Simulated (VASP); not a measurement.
These are LDA (Ceperley-Alder, Perdew-Zunger), VASP's LDA PAW potentials (set 64) (plane waves; VASP 6.6.1) values and carry that method's errors.

A VASP calculation is set up with these files.

INCAR:
```
SYSTEM = LiF
PREC = Accurate; ENCUT = 520; LREAL = .FALSE.
LASPH = .TRUE.
EDIFF = 1E-6; NELM = 100; ALGO = Normal
ISMEAR = 0; SIGMA = 0.05
IBRION = 2; NSW = 60; ISIF = 3
EDIFFG = -0.01
LWAVE = .FALSE.; LCHARG = .FALSE.
```

File POSCAR:
```
LiF
1.0
  0.0000000000   1.9527207814   1.9527207814
  1.9527207814   0.0000000000   1.9527207814
  1.9527207814   1.9527207814   0.0000000000
Li F
1 1
Cartesian
  1.9527207814   1.9527207814   0.0000000000
  1.9527207814   1.9527207814   1.9527207814
```

File KPOINTS:
```
K-points
0
gamma
10 10 10
0 0 0
```

POTCAR, in this order: Li_sv F (LDA.64 set). Program: vasp_std.

Task: Estimate the energy per atom (σ→0), band gap (on the k-mesh).

Result: 
```
Quantity                           Value
------------------------  --------------
energy per atom (σ→0)     -5.250 eV/atom
band gap (on the k-mesh)         9.72 eV
```

**OSZICAR**
```
...
DAV:   5    -0.109929003669E+02   -0.76812E-04   -0.76811E-04  1160   0.158E-01    0.424E+00
DAV:   6    -0.105154471716E+02    0.47745E+00   -0.24280E+00   867   0.123E+01    0.130E+00
DAV:   7    -0.105051552436E+02    0.10292E-01   -0.17384E-02  1185   0.143E+00    0.772E-01
DAV:   8    -0.105002212601E+02    0.49340E-02   -0.85259E-03  1241   0.124E+00    0.817E-02
DAV:   9    -0.105002227388E+02   -0.14787E-05   -0.56400E-04   914   0.274E-01    0.348E-02
DAV:  10    -0.105002322841E+02   -0.95453E-05   -0.37601E-05   955   0.583E-02    0.404E-03
DAV:  11    -0.105002321113E+02    0.17273E-06   -0.75908E-07   718   0.117E-02
   1 F= -.10500232E+02 E0= -.10500232E+02  d E =-.105002E+02
```

The compound is LiF in the rock salt structure. It was relaxed first, which changed the volume by -9 %. The start is the result of an earlier pass.
